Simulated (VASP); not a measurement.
```
ZnS
1.0
    0.00000     2.71398     2.71398
    2.71398     0.00000     2.71398
    2.71398     2.71398     0.00000
Zn S
1 1
Cartesian
  0.00000   0.00000   0.00000
  1.35699   1.35699   1.35699
```

Level of theory: TPSS meta-GGA, VASP's PBE PAW potentials (set 64) (plane waves; VASP). Run with 520 eV cut-off, 8×8×8 Γ-centred mesh, Gaussian smearing of 0.050 eV, potentials Zn S.

Q: What does the run give for the energy per atom (σ→0), band gap (on the k-mesh) with the smallest direct gap where there is one?

A: 
```json
{
 "band gap (on the k-mesh)": "2.25 eV",
 "smallest direct gap (on the k-mesh)": "2.25 eV",
 "energy per atom (σ→0)": "-9.970 eV/atom"
}
```

The absolute energy has meaning only against runs of the same code, potentials and settings.

The compound is ZnS in the zinc blende structure. It was relaxed first.
